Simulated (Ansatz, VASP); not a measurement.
# Ti (Titanium) in two plane-wave programs, part 2 of 2

Wanted: the spread between two codes on one cell, functional and k mesh. The cell is taken from a series of runs on this material, whose earlier steps may have relaxed, scaled, displaced or heated it; both programs get it as it stands.

VASP 6.6.1 and Ansatz 0.2.0.

So far: Starting point; Ansatz: zone-centre phonons, PBEsol; VASP: zone-centre phonons, PBEsol.

### 3. VASP: zone-centre phonons, PBEsol (continued)

Level of this step: PBEsol; plane waves and PAW (Ti_sv) (VASP).

Numbers of over 12 decimals in the logs are rounded to 6 here.

From OUTCAR (step 3):

```text
ion  position               nearest neighbor table
   1  0.333  0.667  0.250-   2 2.84   2 2.84   2 2.84   2 2.84   2 2.84   2 2.84
   2  0.667  0.333  0.750-   1 2.84   1 2.84   1 2.84   1 2.84   1 2.84   1 2.84

  LATTYP: Found a hexagonal cell.
 ALAT       =     2.9294463839
 C/A-ratio  =     1.5538577315

 Subroutine GETGRP returns: Found 24 space group operations
 (whereof 12 operations were pure point group operations)

The static configuration has the point symmetry D_3d.
 The point group associated with its full space group is D_6h.

 Found    259 irreducible k-points:

   k-points           NKPTS =    259   k-points in BZ     NKDIM =    259   number of bands    NBANDS=     18

   dimension x,y,z NGX =    24 NGY =   24 NGZ =   36
   dimension x,y,z NGXF=    48 NGYF=   48 NGZF=   72

   ENCUT  =  500.0 eV  36.75 Ry    6.06 a.u.   5.34  5.34  8.30*2*pi/ulx,y,z

   NELECT =      24.0000    total number of electrons

 k-points in reciprocal lattice and weights: Automatic mesh
   0.00000000  0.00000000  0.00000000       0.000
   0.05555556 -0.00000000  0.00000000       0.002
   0.11111111 -0.00000000  0.00000000       0.002
   0.16666667 -0.00000000  0.00000000       0.002
   0.22222222 -0.00000000  0.00000000       0.002
   0.27777778  0.00000000  0.00000000       0.002
   0.33333333 -0.00000000  0.00000000       0.002
   0.38888889 -0.00000000  0.00000000       0.002
   0.44444444 -0.00000000  0.00000000       0.002
[...]
0.33333333  0.27777778  0.50000000       0.003
   0.33333333  0.33333333  0.50000000       0.001

 average (electrostatic) potential at core
       1 -71.9758       2 -71.9758

  Total       -0.4878427     -0.4878427     -0.0627520      0.0000000      0.0000000      0.0000000
  in kB      -23.1042508    -23.1042508     -2.9719366      0.0000000      0.0000000      0.0000000
  external PRESSURE =     -16.3934794 kB  Pullay stress =       0.0000000 kB

  energy-cutoff  :      500.00
  volume of cell :       33.83
      direct lattice vectors                 reciprocal lattice vectors
     2.929446384  0.000000000  0.000000000     0.341361428  0.197085112  0.000000000
    -1.464723192  2.536974987  0.000000000     0.000000000  0.394170224  0.000000000
     0.000000000  0.000000000  4.551942913     0.000000000  0.000000000  0.219686411

 POSITION                                       TOTAL-FORCE (eV/Angst)
 -----------------------------------------------------------------------------------
     -0.00000      1.69132      1.13799        -0.000000      0.000000      0.000000
      1.46472      0.84566      3.41396         0.000000      0.000000      0.000000
 -----------------------------------------------------------------------------------
    total drift:                               -0.000000     -0.000000      0.000000

 Eigenvectors and eigenvalues of the dynamical matrix
 ----------------------------------------------------

   1 f  =    5.992887 THz    37.654419 2PiTHz  199.901188 cm-1    24.784577 meV
             X         Y         Z           dx          dy          dz
     -0.000000  1.691317  1.137986     0.000000    0.000000   -0.707107
      1.464723  0.845658  3.413957     0.000000    0.000000    0.707107

   2 f  =    3.931679 THz    24.703469 2PiTHz  131.146704 cm-1    16.260112 meV
             X         Y         Z           dx          dy          dz
     -0.000000  1.691317  1.137986    -0.405886    0.579013    0.000000
      1.464723  0.845658  3.413957     0.405886   -0.579013    0.000000

   3 f  =    3.931679 THz    24.703469 2PiTHz  131.146704 cm-1    16.260112 meV
             X         Y         Z           dx          dy          dz
     -0.000000  1.691317  1.137986     0.579013    0.405886    0.000000
      1.464723  0.845658  3.413957    -0.579013   -0.405886    0.000000

   4 f  =    0.000000 THz     0.000000 2PiTHz    0.000001 cm-1     0.000000 meV
             X         Y         Z           dx          dy          dz
     -0.000000  1.691317  1.137986    -0.680585    0.191846    0.000000
      1.464723  0.845658  3.413957    -0.680585    0.191846    0.000000

   5 f  =    0.000000 THz     0.000000 2PiTHz    0.000000 cm-1     0.000000 meV
             X         Y         Z           dx          dy          dz
     -0.000000  1.691317  1.137986     0.000000   -0.000000    0.707107
      1.464723  0.845658  3.413957     0.000000    0.000000    0.707107

   6 f/i=    0.000000 THz     0.000000 2PiTHz    0.000001 cm-1     0.000000 meV
             X         Y         Z           dx          dy          dz
     -0.000000  1.691317  1.137986    -0.191846   -0.680585    0.000000
      1.464723  0.845658  3.413957    -0.191846   -0.680585    0.000000

 ELASTIC MODULI CONTR FROM IONIC RELAXATION (kBar)
 Direction    XX          YY          ZZ          XY          YZ          ZX
 --------------------------------------------------------------------------------
 XX        -188.8558    188.8558     -0.0000      0.0000     -0.0000      0.0000
 YY         188.8558   -188.8558      0.0000      0.0000      0.0000     -0.0000
 ZZ          -0.0000      0.0000     -0.0000     -0.0000      0.0000     -0.0000
 XY           0.0000      0.0000     -0.0000   -188.8558      0.0000     -0.0000
 YZ          -0.0000      0.0000      0.0000      0.0000     -0.0000      0.0000
 ZX           0.0000     -0.0000     -0.0000     -0.0000      0.0000     -0.0000
 --------------------------------------------------------------------------------
```

Energies printed during the response cycles are not total energies of the cell.

### 4. Comparison

Known differences besides the potentials themselves: the cutoff is 420 eV in Ansatz and 500 eV in VASP; Ansatz makes its cores anew for this functional, VASP keeps those of its PBE data sets. Total energies have different zeros and are not compared.

Compared:

```csv
quantity,Ansatz,VASP,difference
optical mode 1 to 2 (cm⁻¹),130.8,131.1,-0.23 %
optical mode 3 (cm⁻¹),198.5,199.9,-0.70 %
```

Modes are paired by rising frequency, not by their patterns, so a pair may set unlike modes beside each other; they are those without the splitting of longitudinal modes.

### 5. Results

| Item | Value |
| --- | --- |
| r.m.s. difference of the optical zone-centre modes, each program's sorted by frequency (zone-centre phonons, PBEsol) | 0.84 cm⁻¹ |
| difference in optical mode 3 (zone-centre phonons, PBEsol) | -0.7 % |

The r.m.s. difference of the optical zone-centre modes, each program's sorted by frequency is 0.84 cm⁻¹ (zone-centre phonons, PBEsol). Among the rows given in per cent, the largest difference of the zone-centre phonons, PBEsol pair is in optical mode 3, -0.7 %. How closely two codes agree says nothing of how well the functional describes the real material.

[Lines on the potential files, build, host, timing and source positions are cut from VASP's logs without a mark.]

[Logs are printed without paths, hosts, clocks, repeated set-up lines and the standing remarks that a program may print on its own settings, such as how far it seeks lower states.]

[Hosts, paths, dates, database ids (printed as entryN), source tags and the programs' standing remarks are cut or masked in the printed files.]
